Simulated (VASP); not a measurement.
Given:

```xyz
12
Lattice="0.0000 5.1563 0.0106 5.2278 0.0000 0.0000 0.0000 -0.8646 -5.2620" Properties=species:S:1:pos:R:3 pbc="T T T"
Zr     5.0073     3.0478    -4.1515
Zr     2.3934     0.8115    -3.7309
Zr     0.2205     1.2438    -1.0999
Zr     2.8344     3.4802    -1.5205
O      3.4868     4.2346    -3.4395
O      0.8729    -0.3753    -4.4429
O      1.7410     0.0570    -1.8119
O      4.3549     4.6669    -0.8085
O      1.2684     2.3880    -2.7375
O      3.8823     1.4713    -5.1450
O      3.9594     1.9037    -2.5140
O      1.3455     2.8203    -0.1064
```

Method: r2SCAN meta-GGA, VASP's PBE PAW potentials (set 64) (plane waves; VASP 6.6.1). Run with 520 eV cut-off, 5×5×5 Γ-centred mesh, tetrahedra with Blöchl corrections, potentials Zr_sv O.

The cores are frozen, which limits the accuracy of field gradients.

Question: Give the principal components of the electric field gradient (V/Å²) and the asymmetry η at each nucleus.

Answer: 
| atom | Vxx | Vyy | Vzz | η |
|---|---|---|---|---|
| Zr1 | -28.6 | -26.0 | 54.6 | 0.05 |
| Zr2 | -28.6 | -26.0 | 54.6 | 0.05 |
| Zr3 | -28.6 | -26.0 | 54.6 | 0.05 |
| Zr4 | -28.6 | -26.0 | 54.6 | 0.05 |
| O5 | -7.4 | -1.7 | 9.1 | 0.62 |
| O6 | -7.4 | -1.7 | 9.1 | 0.62 |
| O7 | -7.4 | -1.7 | 9.1 | 0.62 |
| O8 | -7.4 | -1.7 | 9.1 | 0.62 |
| O9 | -9.7 | -2.0 | 11.7 | 0.66 |
| O10 | -9.7 | -2.0 | 11.7 | 0.66 |
| O11 | -9.7 | -2.0 | 11.7 | 0.66 |
| O12 | -9.7 | -2.0 | 11.7 | 0.66 |

The compound is ZrO2 in the monoclinic structure. It was relaxed first.
